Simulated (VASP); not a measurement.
Consider the following.

```
CELL_PARAMETERS angstrom
      0.00000     1.66968     1.66968
      1.66968     0.00000     1.66968
      1.66968     1.66968     0.00000
ATOMIC_POSITIONS crystal
  Ni 0.00000 0.00000 0.00000
```
Starting moments (μB, in the order of the record's atoms Ni): 0.6.

Method: PBE GGA, VASP's PBE PAW potentials (set 64) (plane waves; VASP 6.6.1). Settings: 500 eV cut-off, 19×19×19 Γ-centred mesh, first-order Methfessel-Paxton smearing of 0.10 eV, potentials Ni.

Task: The ions, cell shape and volume at an external pressure of 45.0 GPa are relaxed. Give the cell that the relaxation ends in.

Result: 
```
CELL_PARAMETERS angstrom
      0.00000     1.66899     1.66899
      1.66899     0.00000     1.66899
      1.66899     1.66899     0.00000
ATOMIC_POSITIONS crystal
  Ni 0.00000 0.00000 0.00000
```
Space group Fm-3m (225), at a tolerance of 0.03 Å. The cell ends with 0.55 μB, on the sites 0.54 μB.

Task: How do energy and volume change from the first to the last step?

Result: The energy (σ→0) changes by +3.2 meV/atom and the volume by -0.1 %, in 3 ionic steps.

```csv
step,E(σ→0) (eV),max force (eV/Å),pressure (GPa),volume (Å³)
1,-5.2810,0.000,44.65,9.31
2,-5.2733,0.000,45.75,9.28
3,-5.2779,0.000,45.06,9.30
```

The compound is Ni in the fcc structure. This run relaxes it under an external pressure of 45 GPa. Symmetry was kept, so distortions that lower it aren't found.
